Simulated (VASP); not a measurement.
Input:

```
SnO
1.0
    3.83834     0.00000     0.00000
    0.00000     3.83834     0.00000
    0.00000     0.00000     4.73709
Sn O
2 2
Direct
  0.50000   0.00000   0.75493
  0.00000   0.50000   0.24507
  0.50000   0.50000   0.00000
  0.00000   0.00000   0.00000
```

Calculation: PBE GGA with D3 dispersion (Becke-Johnson damping), VASP's PBE PAW potentials (set 64) (plane waves; VASP). Settings: 520 eV cut-off, 7×7×5 Γ-centred mesh, tetrahedra with Blöchl corrections, potentials Sn_d O.

The cores are frozen, which limits the accuracy of field gradients.

**Question.** Give the principal components of the electric field gradient (V/Å²) and the asymmetry η at each nucleus.

**Answer.** 
| atom | Vxx | Vyy | Vzz | η |
|---|---|---|---|---|
| Sn1 | 80.1 | 80.1 | -160.1 | 0.00 |
| Sn2 | 80.1 | 80.1 | -160.1 | 0.00 |
| O3 | -0.4 | -0.4 | 0.7 | 0.00 |
| O4 | -0.4 | -0.4 | 0.7 | 0.00 |

The compound is SnO in the litharge structure. It was relaxed first.
